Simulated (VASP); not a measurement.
```xyz
5
Lattice="3.9606 0.0000 0.0000 0.0000 3.9606 0.0000 0.0000 0.0000 3.9606" Properties=species:S:1:pos:R:3 pbc="T T T"
K      1.9803     1.9803     1.9803
Ta     0.0000     0.0000     0.0000
O      0.0000     1.9803     0.0000
O      1.9803     0.0000     0.0000
O      0.0000     0.0000     1.9803
```

The numbers are results of LDA (Ceperley-Alder, Perdew-Zunger), VASP's LDA PAW potentials (set 64) (plane waves; VASP), not measurements. Numerical set-up: 520 eV cut-off, 6×6×6 Γ-centred mesh, tetrahedra with Blöchl corrections, potentials K_sv Ta_pv O.

**Question.** The job: KTaO3 (space group Pm-3m), 5 atoms, LDA, static run, 520 eV, 6×6×6 Γ-centred mesh. Roughly how much core time does it take on a busy server core?

**Answer.** About 30 core-seconds (one run on a shared machine, a rough figure). It had 20 irreducible k-points, 23 bands, up to 1743 plane waves and 14 electronic steps.

The structure comes from a computed database's KTaO3 entry (Pm-3m); how it stands against other phases isn't given here. It was relaxed first.
